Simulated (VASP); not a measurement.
# What goes wrong when WC (Qusongite) is relaxed with a bad input, part 2 of 2

Some relaxations of WC (Qusongite) get a fault in the input on purpose. Which of them show, and how? The starting structure is a measured crystal structure from the Crystallography Open Database. The first relaxation on each setting starts from this cell expanded by 3 % in volume.

VASP 6.6.1.

Results so far: reference 10.27 Å³ an atom; a k mesh far too coarse 10.48 Å³ an atom; the cell held fixed (ISIF = 2) 10.69 Å³ an atom.

### Step 5. Relaxation with a functional's name that the tag doesn't take

Level of this step: the functional as typed; plane waves and PAW (W, C) (VASP).

A slip made on purpose: a functional's name that the tag doesn't take. Against step 2 the input has GGA = PBESOL (also changed: NELM).

Input file INCAR:

```
SYSTEM = WC
PREC = Accurate
ENCUT = 520
EDIFF = 1E-06
NELM = 60
ISMEAR = 0
SIGMA = 0.05
LREAL = .FALSE.
ALGO = Normal
GGA = PBESOL
NBANDS = 11
LASPH = .TRUE.
LORBIT = 11
LWAVE = .FALSE.
LCHARG = .FALSE.
KPAR = 8
IBRION = 2
NSW = 50
ISIF = 3
EDIFFG = -0.006
```

Input file POSCAR:

```
WC
1.0
    2.9352790994      0.0000000000      0.0000000000
   -1.4676395497      2.5420262672      0.0000000000
    0.0000000000      0.0000000000      2.8646869751
W C
1 1
Direct
    0.0000000000      0.0000000000      0.0000000000
    0.6666666667      0.3333333333      0.5000000000
```

Input file KPOINTS:

```
Automatic mesh
0
Gamma
15 15 12
0 0 0
```

The projector-augmented-wave data sets are W and C (PBE family, release 64).

Command:

```sh
$ mpirun -np 8 vasp_std
```

The log of the run:

```text
[banner, memory and clock lines left out]
running    8 mpi-ranks, on    1 nodes
[...]
|                                                                             |
|           W    W    AA    RRRRR   N    N  II  N    N   GGGG   !!!           |
|           W    W   A  A   R    R  NN   N  II  NN   N  G    G  !!!           |
|           W    W  A    A  R    R  N N  N  II  N N  N  G       !!!           |
|           W WW W  AAAAAA  RRRRR   N  N N  II  N  N N  G  GGG   !            |
|           WW  WW  A    A  R   R   N   NN  II  N   NN  G    G                |
|           W    W  A    A  R    R  N    N  II  N    N   GGGG   !!!           |
|                                                                             |
|     For optimal performance we recommend to set                             |
|       NCORE = 2 up to number-of-cores-per-socket                            |
|     NCORE specifies how many cores store one orbital (NPAR=cpu/NCORE).      |
|     This setting can greatly improve the performance of VASP for DFT.       |
[...]
|     calculations (for HF NCORE is supported but not extensively tested      |
|     yet).                                                                   |
|                                                                             |

|                                                                             |
|     EEEEEEE  RRRRRR   RRRRRR   OOOOOOO  RRRRRR      ###     ###     ###     |
|     E        R     R  R     R  O     O  R     R     ###     ###     ###     |
|     E        R     R  R     R  O     O  R     R     ###     ###     ###     |
|     EEEEE    RRRRRR   RRRRRR   O     O  RRRRRR       #       #       #      |
|     E        R   R    R   R    O     O  R   R                               |
|     E        R    R   R    R   O     O  R    R      ###     ###     ###     |
|     EEEEEEE  R     R  R     R  OOOOOOO  R     R     ###     ###     ###     |
|                                                                             |
|     Error: One of the selected functionals does not exist.                  |
|                                                                             |
|       ---->  I REFUSE TO CONTINUE WITH THIS SICK JOB ... BYE!!! <----       |
|                                                                             |

1
1
1
1
1
1
1
1
```

Elapsed: 5.6 s, on 8 MPI ranks of Intel Xeon Platinum 8259CL at 2.50GHz (Skylake/Cascade Lake), shared host.

VASP stopped with this message: “Error: One of the selected functionals does not exist”.

### Step 6. Relaxation with a cutoff far too low

A slip made on purpose: a cutoff far too low. Against step 2 the input has PREC = Normal and ENCUT = 220 (also changed: NELM).

INCAR, as its differences from that of step 5:

```diff
@@ -1,4 +1,4 @@
 SYSTEM = WC
-PREC = Accurate
-ENCUT = 520
+PREC = Normal
+ENCUT = 220
 EDIFF = 1E-06
@@ -9,3 +9,3 @@
 ALGO = Normal
-GGA = PBESOL
+GGA = PS
 NBANDS = 11
```

POSCAR is that of step 5.

KPOINTS is that of step 5.

Command:

```sh
$ mpirun -np 8 vasp_std
```

The log of the run:

```text
[... set-up lines as in an earlier step ...]
 entering main loop
       N       E                     dE             d eps       ncg     rms          rms(c)
DAV:   1    -0.123853387352E+02   -0.12385E+02   -0.30387E+03  5451   0.380E+02
DAV:   2    -0.261343789866E+02   -0.13749E+02   -0.13270E+02  4914   0.886E+01
DAV:   3    -0.263710123638E+02   -0.23663E+00   -0.23621E+00  4824   0.101E+01
DAV:   4    -0.263713970683E+02   -0.38470E-03   -0.38469E-03  4554   0.457E-01
[...]
DAV:  10    -0.239611503446E+02    0.15672E-03   -0.51210E-04  4665   0.148E-01    0.476E-02
DAV:  11    -0.239611418367E+02    0.85079E-05   -0.39783E-05  4599   0.403E-02    0.686E-03
DAV:  12    -0.239611413798E+02    0.45688E-06   -0.20489E-06  2691   0.912E-03
   1 F= -.23961141E+02 E0= -.23960903E+02  d E =-.239611E+02
[... from here on, the cycles between the ionic steps are left out ...]
   2 F= -.20349027E+02 E0= -.20348769E+02  d E =0.361211E+01
   3 F= -.24175073E+02 E0= -.24174889E+02  d E =-.213931E+00
   4 F= -.24179045E+02 E0= -.24178859E+02  d E =-.217904E+00
   5 F= -.24179420E+02 E0= -.24179233E+02  d E =-.218279E+00
   6 F= -.24178948E+02 E0= -.24178808E+02  d E =0.471790E-03
   7 F= -.24180640E+02 E0= -.24180480E+02  d E =-.122008E-02
[...]
reached required accuracy - stopping structural energy minimisation
```

Run time: 11 s. Hardware: 8 MPI ranks; peak memory 0.91 GiB.

From OUTCAR (step 6):

```text
  Total        0.0019451      0.0019451      0.0028497     -0.0000000     -0.0000000      0.0000000
  in kB        0.1586203      0.1586203      0.2323918     -0.0000000     -0.0000000      0.0000000
  external PRESSURE =       0.1832108 kB  Pullay stress =       0.0000000 kB

 POSITION                                       TOTAL-FORCE (eV/Angst)
 -----------------------------------------------------------------------------------
     -0.00000      0.00000      0.00000         0.000000      0.000000      0.000000
      1.42533      0.82292      1.39584        -0.000000     -0.000000      0.000000
 -----------------------------------------------------------------------------------
    total drift:                               -0.000003      0.000002      0.000000

  FREE ENERGIE OF THE ION-ELECTRON SYSTEM (eV)
  ---------------------------------------------------
  free  energy   TOTEN  =       -24.1806402232 eV

  energy  without entropy=      -24.1803194430  energy(sigma->0) =      -24.18047983

[... 2 parts as in an earlier step ...]

[... 2 further parts left out ...]
[key lines of the parts left out:]
E-fermi :   8.8577
```

With a cutoff far too low the cell ends at 9.823 Å³ an atom, -4.39 % from the reference; the bulk modulus is 497.1 GPa against 422.5 GPa.

### Step 7. All runs side by side

```
                                          run            ended  volume (Å³/atom)  change (%)  bulk modulus (GPa)  pressure left (GPa)  core minutes
                                    reference        converged            10.275           -               422.5                  0.0          4.83
                      a k mesh far too coarse        converged            10.477        1.97               404.6                -0.05          1.47
               the cell held fixed (ISIF = 2)        converged            10.688        4.02                   -                -15.4         0.853
a functional's name that the tag doesn't take  stopped by VASP                 -           -                   -                    -         0.747
                         a cutoff far too low        converged             9.823       -4.39               497.1                 0.02          1.49
```

Core minutes are wall time times ranks, summed over the relaxations behind a row (those for a bulk modulus apart), on shared hosts.

### Step 8. What came out

* volume of the reference: 10.27 Å³/atom
* volume against the reference, a k mesh far too coarse: +1.97 %
* volume against the reference, the cell held fixed (ISIF = 2): +4.02 %
* volume against the reference, a cutoff far too low: -4.39 %
* run with a functional's name that the tag doesn't take: stopped by VASP

VASP stopped by itself in the run with a functional's name that the tag doesn't take. Finished, but with signs in the output that stand out against the reference: a k mesh far too coarse, with the volume changed by +2.0 %, a by +2.8 % and c by -3.6 % (signs: a stress of up to 0.1 GPa); the cell held fixed (ISIF = 2), with the volume kept at the input's, +4.0 % from the reference (signs: a stress of up to 17.1 GPa); a cutoff far too low, with the volume changed by -4.4 % (signs: -38.0 GPa at the first ionic step (of the first relaxations, not shown; reference: -15.4 GPa) and an energy that rises by up to 1.8 eV an atom on the way). The reference was restarted once and the runs with a slip weren't, so their cells may not have settled fully. Further runs on this material are not shown.

[Lines on the potential files, build, host, timing and source positions are cut from VASP's logs without a mark.]

[Logs are printed without paths, hosts, clocks, repeated set-up lines and the standing remarks that a program may print on its own settings, such as how far it seeks lower states.]

[Hosts, paths, dates, database ids (printed as entryN), source tags and the programs' standing remarks are cut or masked in the printed files.]
